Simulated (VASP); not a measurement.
An input for Ansatz (written as the equivalent of a VASP run, and not itself run):

Ansatz 0.2 input:
```yaml
crystal:
  lattice:
    - [0.0000000, 2.6201320, 2.7410440]
    - [2.6755270, 0.0000000, 2.7410440]
    - [2.6755270, 2.6201320, 0.0000000]
  atoms:
    - { symbol: Cd, position: [0.0000000, 0.0000000, 0.0000000] }
    - { symbol: F, position: [0.2500000, 0.2500000, 0.2500000] }
    - { symbol: F, position: [0.7339490, 0.7660510, 0.7660510] }
kpoints:
  mp_grid: { grid: [8, 8, 8], shift: [0.5, 0.5, 0.5] }
hamiltonian:
  xc: pbe
  pseudopotentials: { kind: paw }
scf:
  occupations: { method: gaussian, width: 0.05 }
  max_iter: 100
output: { forces: true, stress: true, eigenvalues: true }
```

### Question
Write the VASP files for the same calculation (PBE).

### Answer
This is not unique; one that fits is 
**KPOINTS**
```
Automatic mesh
0
Monkhorst-Pack
8 8 8
0 0 0
```

**INCAR**
```
! general
SYSTEM   =  CdF2
PREC     =  Accurate
ENCUT    =  520
LREAL    =  .FALSE.
LASPH    =  .TRUE.

! electronic loop
EDIFF    =  1E-6
NELM     =  100
ALGO     =  Normal
LMAXMIX  =  4

! smearing
ISMEAR   =  0
SIGMA    =  0.05

! functional
GGA      =  PE

! ions
ISIF     =  2

! output
LWAVE    =  .FALSE.
LCHARG   =  .FALSE.
```

POSCAR:
```
CdF2
1
    0.0000000000     2.6201320000     2.7410440000
    2.6755270000     0.0000000000     2.7410440000
    2.6755270000     2.6201320000     0.0000000000
Cd F
1 2
Direct
  0.0000000000   0.0000000000   0.0000000000
  0.2500000000   0.2500000000   0.2500000000
  0.7339490000   0.7660510000   0.7660510000
```

POTCAR, in this order: Cd F (PBE.64 set). Program: vasp_std.

Limits of the translation: each code has its own PAW files, so the cut-off isn't converted (ENCUT is set for VASP's; basis.ecutwfc is left out, and Ansatz then takes the one that its files recommend); Ansatz stops its SCF on the density residual and VASP on the energy change (EDIFF); an even Monkhorst-Pack mesh in KPOINTS is shifted by half a step.

The compound is CdF2 in the fluorite structure. The cell was not relaxed at this level, atoms are displaced from their ideal sites. The run is one of a series of settings (KPOINTS 8×8×8 Monkhorst-Pack mesh against the base run), some of them coarse on purpose.
